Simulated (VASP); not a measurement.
Input:

```
CELL_PARAMETERS angstrom
      0.00000     2.74949     2.74949
      2.74949     0.00000     2.74949
      2.74949     2.74949     0.00000
ATOMIC_POSITIONS crystal
  Al 0.00000 0.00000 0.00000
  P  0.25000 0.25000 0.25000
```

The numbers are results of optB88-vdW, VASP's PBE PAW potentials (set 64) (plane waves; VASP), not measurements. Run with 520 eV cut-off, Gaussian smearing of 0.050 eV, potentials Al P.

Q: What does the run give for the band gap (along the path) with the smallest direct gap where there is one?

A: 
The band gap (along the path) is 1.72 eV and the smallest direct gap (along the path) is 3.15 eV.

Only differences to runs with the same potentials and settings are physical.

The compound is AlP in the zinc blende structure. It was relaxed first.
